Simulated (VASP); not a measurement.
Input:

```
GaN
1.0
    3.12216     0.00000     0.00000
   -1.56108     2.70387     0.00000
    0.00000     0.00000    10.22117
Ga N
4 4
Direct
  0.00000   0.00000   0.00000
  0.00000   0.00000   0.50000
  0.66667   0.33333   0.75018
  0.33333   0.66667   0.25018
  0.00000   0.00000   0.81216
  0.00000   0.00000   0.31216
  0.66667   0.33333   0.56329
  0.33333   0.66667   0.06329
```

Calculation: PBE GGA, VASP's PBE PAW potentials (set 64) (plane waves; VASP). Run with 400 eV cut-off, 6×6×2 Γ-centred mesh, first-order Methfessel-Paxton smearing of 0.050 eV, potentials Ga_d N.

At this cut-off the stress carries a Pulay error, which pulls relaxed volumes low.

Problem. Give the stress tensor in GPa (positive for a compressed cell).

Solution. 
```
14.38   0.00   0.00
 0.00  14.38   0.00
 0.00   0.00  13.59
```
The pressure is its mean diagonal, 14.12 GPa.

The structure was generated: GaN was put into an ordered model structure, which need not be its known phase. The cell was not relaxed at this level.
